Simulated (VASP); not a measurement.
```xyz
3
Lattice="-1.6129 1.6129 3.2442 1.6129 -1.6129 3.2442 1.6129 1.6129 -3.2442" Properties=species:S:1:pos:R:3 pbc="T T T"
Ca     0.0000     0.0000     3.2442
O      0.0000     0.0000     5.7493
O      0.0000     0.0000     0.7391
```

All values below come from LDA (Ceperley-Alder, Perdew-Zunger), VASP's LDA PAW potentials (set 64) (plane waves; VASP). Run with 520 eV cut-off, 11×11×11 Γ-centred mesh, tetrahedra with Blöchl corrections, potentials Ca_sv O.

The cores are frozen, which limits the accuracy of field gradients.

Problem. Give the principal components of the electric field gradient (V/Å²) and the asymmetry η at each nucleus.

Solution. 
| atom | Vxx | Vyy | Vzz | η |
|---|---|---|---|---|
| Ca1 | -3.4 | -3.4 | 6.8 | 0.00 |
| O2 | -147.5 | -147.5 | 295.0 | 0.00 |
| O3 | -147.5 | -147.5 | 295.0 | 0.00 |

The structure comes from a computed database's CaO2 entry (I4/mmm); how it stands against other phases isn't given here. It was relaxed first, which changed the volume by -7 %.
